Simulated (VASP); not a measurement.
Input of a VASP 6.6.1 run:

Contents of INCAR:

```
SYSTEM = GaP
ALGO = Fast ; EDIFF = 1E-8
ENCUT = 520 ; GGA = PE
IBRION = 8 ; ISIF = 2
ISMEAR = 0 ; LASPH = .TRUE.
LCHARG = .FALSE. ; LEPSILON = .TRUE.
LREAL = .FALSE. ; LWAVE = .FALSE.
NELM = 100 ; NSW = 1
PREC = Accurate ; SIGMA = 0.02
```

The input KPOINTS:

```
k-points
0
G
  10 10 10
  0 0 0
```

File POSCAR:

```
GaP
1.0
    0.0000000000      2.7252500000      2.7252500000
    2.7252500000      0.0000000000      2.7252500000
    2.7252500000      2.7252500000      0.0000000000
Ga P
1 1
Direct
    0.0000000000      0.0000000000      0.0000000000
    0.2500000000      0.2500000000      0.2500000000
```

Potentials or basis: VASP PAW PBE potentials, release 64 (Ga_d, P).

Command:

```sh
$ cat potpaw_PBE.64/Ga_d/POTCAR potpaw_PBE.64/P/POTCAR > POTCAR
$ mpirun -np 1 vasp_std > vasp.out
```

(1) Predict the electronic dielectric tensor (diagonal).

(2) Predict the Born charges (mean of the diagonal).

(3) Predict the highest phonon frequency at Γ, LO-TO splitting left out.

(4) What does it give for the band gap on the k mesh?

Results:

(1) 10.64.

(2) Ga +2.18; P -2.18 e.

(3) 356 cm⁻¹.

(4) 1.60 eV, indirect (least direct gap 1.83 eV).

**Measured values to compare with.**

“Stacking defects in GaP nanowires: Electronic structure and optical properties”, 2018, arxiv:1810.01194 quotes, for a bulk crystal of GaP at 10 K: band gap 2.34 eV (indirect).

A measured gap of GaP is 2.34 eV (indirect; 10 K; quoted in “Stacking defects in GaP nanowires: Electronic structure and optical properties”, 2018, arxiv:1810.01194); the calculated 1.60 eV misses it by -0.74 eV. Spin-orbit coupling on Ga is left out. The value is that of PBE on a finite k mesh, which can miss the band edges, without temperature or zero-point motion. Semilocal functionals fall short of measured gaps as a rule.
